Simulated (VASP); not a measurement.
Wanted: the native input for a VASP 6.6.1 run.

```yaml
Task: relaxation of cell and atoms
Functional: SCAN0
Potentials_or_basis: VASP PAW PBE potentials, release 64 (Ba_sv, As)
Cutoff: 600 eV
k_mesh: 4 × 4 × 4
Occupations: gaussian, width 0.05 eV
Spin: no spin polarisation
Grid_for_exact_exchange_PRECFOCK: Fast
Exchange_at_q_=_0: default
Further_INCAR_settings: ALGO = Normal; EDIFF = 1e-07; IBRION = 2; EDIFFG = -0.005; NSW = 60; ISIF = 3
```

BaAs:

```
Ba As
1.0
     4.02459    0.00000    0.00000
     0.00000    4.02459    0.00000
     0.00000    0.00000    4.02459
Ba As
1 1
Direct
  0.00000 0.00000 0.00000
  0.50000 0.50000 0.50000
```

The cell was built by a generator and needn't be a form met in nature.

One way to write it, as run:

POSCAR

```
BaAs
1.0
    4.0245855900      0.0000000000      0.0000000000
    0.0000000000      4.0245855900      0.0000000000
    0.0000000000      0.0000000000      4.0245855900
Ba As
1 1
Direct
    0.0000000000      0.0000000000      0.0000000000
    0.5000000000      0.5000000000      0.5000000000
```

INCAR.step1

```
SYSTEM = BaAs
PREC = Accurate ; ENCUT = 600
EDIFF = 1E-5 ; ISMEAR = 0
SIGMA = 0.05 ; LREAL = .FALSE.
LASPH = .TRUE. ; NELM = 60
ALGO = Normal ; LWAVE = .TRUE.
LCHARG = .FALSE. ; GGA = PE
```

INCAR.step2

```
SYSTEM = BaAs
PREC = Accurate ; ENCUT = 600
EDIFF = 1E-7 ; ISMEAR = 0
SIGMA = 0.05 ; LREAL = .FALSE.
LASPH = .TRUE. ; NELM = 60
ALGO = Normal ; ISIF = 3
LWAVE = .FALSE. ; LCHARG = .FALSE.
METAGGA = SCAN ; LHFCALC = .TRUE.
AEXX = 0.25 ; LMIXTAU = .TRUE.
PRECFOCK = Fast ; IBRION = 2
NSW = 60 ; EDIFFG = -0.005
ISTART = 1
```

KPOINTS

```
Automatic mesh
0
G
  4 4 4
  0 0 0
```

Potentials or basis: VASP PAW PBE potentials, release 64 (Ba_sv, As).

Command:

```bash
$ cat potpaw_PBE.64/Ba_sv/POTCAR potpaw_PBE.64/As/POTCAR > POTCAR
$ cp INCAR.step1 INCAR
$ mpirun -np 1 vasp_std > vasp.out
$ cp INCAR.step2 INCAR
$ mpirun -np 1 vasp_std > vasp.out
```

It gave:

```json
{"Relaxed volume": "32.33 Å³/atom", "Relaxed cell": "a = 4.014 Å, b = 4.014 Å, c = 4.014 Å, α = 90.00°, β = 90.00°, γ = 90.00°", "Space group after relaxing (to 0.05 Å)": "Pm-3m (No. 221)", "Energy gained by relaxing": "0.3 meV/atom", "Ionic steps": "3", "Pressure after relaxing": "0.0 GPa", "Band gap on the k mesh": "none (metal or under the smearing width)"}
```

Caveat: the k mesh is coarse (spacing up to 0.39 Å⁻¹), so the values aren't converged, least of all with exact exchange; the PAW data sets were made with another functional, which shifts forces and pressure a little.

Run time: 16 min on 1 thread of Intel(R) Xeon(R) 6975P-C (Granite Rapids), on a shared host, peak memory 0.19 GiB.
